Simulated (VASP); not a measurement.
A convergence study with VASP on MoTe2 (2H layered): one setting is varied, all else stays as given below, so the limit is that of these other settings.

```
CELL_PARAMETERS angstrom
      1.76000    -3.04841     0.00000
      1.76000     3.04841     0.00000
      0.00000     0.00000    13.96000
ATOMIC_POSITIONS crystal
  Te 0.33333 0.66667 0.87900
  Te 0.66667 0.33333 0.37900
  Te 0.66667 0.33333 0.12100
  Te 0.33333 0.66667 0.62100
  Mo 0.33333 0.66667 0.25000
  Mo 0.66667 0.33333 0.75000
```

Method: PBE GGA, VASP's PBE PAW potentials (set 64) (plane waves; VASP). The tightest run used: 550 eV cut-off, 16×16×4 Γ-centred mesh, tetrahedra with Blöchl corrections, potentials Te Mo_sv.

```
setting     E (eV/atom)  pressure (GPa)  largest force (eV/Å)  irreducible k-points
----------  -----------  --------------  --------------------  --------------------
4×4×1 mesh      -6.0077            2.91                 0.166                     4
5×5×1 mesh      -5.9882            3.15                 0.161                     5
6×6×2 mesh      -5.9976            2.95                 0.207                    14
```

Problem. These are the cheaper rows. Estimate the results at 16×16×4 mesh, and how far the last row shown lies from them.

Solution. 
| quantity | tightest run | last row shown is off by |
|---|---|---|
| E (eV/atom) | -5.9978 | 0.0002 |
| pressure (GPa) | 2.94 | 0.00 |
| largest force (eV/Å) | 0.203 | 0.004 |

Left out are rungs that failed or repeat a setting and relaxations that didn't move; long series are thinned to 24 rows.

The compound is MoTe2 in the 2H layered structure. The cell was not relaxed at this level, forces remain on its atoms.
